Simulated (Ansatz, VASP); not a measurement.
**K4Te in VASP and in Ansatz**

File INCAR:

```
SYSTEM = K4Te
  PREC = Accurate
  ENCUT = 600
  EDIFF = 1E-6
  ISMEAR = 0
  SIGMA = 0.1
  LREAL = .FALSE.
  LASPH = .TRUE.
  NELM = 100
  ALGO = Normal
  ISIF = 3
  LWAVE = .FALSE.
  LCHARG = .FALSE.
  GGA = PE
  IBRION = 2
  NSW = 100
  EDIFFG = -0.01
```

File KPOINTS:

```
Automatic mesh
0
G
  6 6 6
  0 0 0
```

File POSCAR:

```
K4Te
1.0
    7.0956649093      0.0000000000      0.0000000000
    0.0000000000      7.0956649093      0.0000000000
    0.0000000000      0.0000000000      7.0956649093
K Te
4 1
Direct
    0.2674557168      0.7325442832      0.7325442832
    0.7325442832      0.2674557168      0.7325442832
    0.7325442832      0.7325442832      0.2674557168
    0.2674557168      0.2674557168      0.2674557168
    0.0000000000      0.0000000000      0.0000000000
```

Input for Ansatz:

```yaml
crystal:
  lattice:
    - [7.0956649093, 0.0, 0.0]
    - [0.0, 7.0956649093, 0.0]
    - [0.0, 0.0, 7.0956649093]
  atoms:
    - { symbol: K, position: [0.2674557168, 0.7325442832, 0.7325442832] }
    - { symbol: K, position: [0.7325442832, 0.2674557168, 0.7325442832] }
    - { symbol: K, position: [0.7325442832, 0.7325442832, 0.2674557168] }
    - { symbol: K, position: [0.2674557168, 0.2674557168, 0.2674557168] }
    - { symbol: Te, position: [0.0, 0.0, 0.0] }
basis:
  ecutwfc: 420
kpoints:
  mp_grid: { grid: [6, 6, 6] }
hamiltonian:
  xc: pbe
scf:
  occupations: { method: gaussian, width: 0.1 }
output:
  forces: true
  stress: true
  eigenvalues: true
relax:
  adjacent_minimum: "off"
  f_tol: 0.01
  max_steps: 80
  cell: { stress_tol: 0.05 }
```

Change from the starting cell: species swapped into the SnI4 type (P-43m, No. 215).

Alike in both runs: task relaxation of cell and atoms; functional PBE; k mesh 6 × 6 × 6; occupations gaussian, width 0.1 eV; no spin polarisation.

|  | VASP | Ansatz |
| --- | --- | --- |
| version | VASP 6.6.1 | Ansatz 0.2.0 |
| potentials or method | VASP PAW PBE potentials, release 64 (K_sv, Te) | scalar-relativistic, plane waves, PAW |
| plane-wave cutoff (eV) | 600 | 420 |
| valence electrons in the cell | 42 | 52 |

```tsv
	VASP	Ansatz	Ansatz less VASP
gap on the k mesh at the Fermi level, each at its own relaxed structure (eV)	none	none	-
relaxed volume (Å³/atom)	71.45	71.45	0.000
relaxed cell length with the largest relative difference (Å)	7.096	7.096	0.0000
```

A gap of «none» marks a metal or a gap that the smearing closes. The two sets of potentials don't hold the same shells in valence.

Caveats: the relaxation stopped at its first step, so nothing moved. Spin-orbit coupling is left out, which matters for the levels of Te.
